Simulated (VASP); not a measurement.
A VASP calculation is set up with these files.

KPOINTS:
```
Automatic mesh
0
Gamma
13 13 6
0 0 0
```

POSCAR:
```
Cd
1.0
  1.4900000000  -2.5807560000   0.0000000000
  1.4900000000   2.5807560000   0.0000000000
  0.0000000000   0.0000000000   5.6200000000
Cd
2
direct
  0.3333330000   0.6666670000   0.2500000000
  0.6666670000   0.3333330000   0.7500000000
```

**INCAR**
```
SIGMA=0.1
ISMEAR=1
NELM=100   # most electronic steps
LASPH=.TRUE.
ISIF=3   # ions, shape and volume
EDIFF=1E-6
GGA=PE   # PBE
EDIFFG=-0.01   # ionic stop
IVDW=13
LREAL=.FALSE.
PREC=Accurate
ENCUT=520   # plane-wave cut-off (eV)
LWAVE=.FALSE.
NSW=60   # most ionic steps
LCHARG=.FALSE.
SYSTEM=Cd
IBRION=2
LMAXMIX=4   # l cut-off of mixed one-centre charges
ALGO=Normal
```

POTCAR, in this order: Cd (PBE.64 set). Program: vasp_std.

**Question.** Translate this PBE-D4 calculation to Ansatz.

**Answer.** One equivalent input (not run):
Ansatz 0.2 input:
```yaml
crystal:
  lattice:
    - [1.4900000, -2.5807560, 0.0000000]
    - [1.4900000, 2.5807560, 0.0000000]
    - [0.0000000, 0.0000000, 5.6200000]
  atoms:
    - { symbol: Cd, position: [0.3333330, 0.6666670, 0.2500000] }
    - { symbol: Cd, position: [0.6666670, 0.3333330, 0.7500000] }
kpoints:
  mp_grid: { grid: [13, 13, 6] }
hamiltonian:
  xc: pbe
  dispersion: d4
  pseudopotentials: { kind: paw }
scf:
  occupations: { method: methfessel_paxton, width: 0.1 }
  max_iter: 100
relax:
  max_steps: 60
  f_tol: 0.01
  cell: {}
output: { forces: true, stress: true, eigenvalues: true }
```
Limits of the translation: each code has its own PAW files, so the cut-off isn't converted (ENCUT is set for VASP's; basis.ecutwfc is left out, and Ansatz then takes the one that its files recommend); Ansatz stops its SCF on the density residual and VASP on the energy change (EDIFF).

The compound is Cd in the hcp structure. This run relaxes it. Symmetry was kept, so distortions that lower it aren't found.
